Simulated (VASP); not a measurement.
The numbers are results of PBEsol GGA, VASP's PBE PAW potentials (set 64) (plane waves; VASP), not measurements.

VASP input:

### KPOINTS
```
kpoints
0
gamma
15 15 8
0 0 0
```

INCAR:
```
SYSTEM = Re
PREC = Accurate; ENCUT = 500; LREAL = .FALSE.
LASPH = .TRUE.
EDIFF = 1E-6; NELM = 100; ALGO = Normal
LMAXMIX = 6
ISMEAR = 1; SIGMA = 0.1
GGA = PS
IBRION = 2; NSW = 40; ISIF = 3
EDIFFG = -0.02; PSTRESS = 100
LWAVE = .FALSE.; LCHARG = .FALSE.
```

### POSCAR
```
Re
1
    1.3633941588    -2.3614678408     0.0000000000
    1.3633941588     2.3614678408     0.0000000000
    0.0000000000    -0.0000000000     4.4172417905
Re
2
Direct
  0.3333330000   0.6666670000   0.2500000000
  0.6666670000   0.3333330000   0.7500000000
```

POTCAR, in this order: Re (PBE.64 set). Program: vasp_std.

Task: What will the output report for the number of irreducible k-points (NKPTS), largest plane-wave count, number of space-group operations, FFT grid (NGX, NGY, NGZ)?

Result: 
```json
{
  "number of irreducible k-points (NKPTS)": "135",
  "largest_plane_wave_count": "756",
  "number_of_space_group_operations": "24",
  "FFT grid (NGX, NGY, NGZ)": "20 × 20 × 32"
}
```

The compound is Re in the hcp structure. It was relaxed first under an external pressure of 10 GPa.
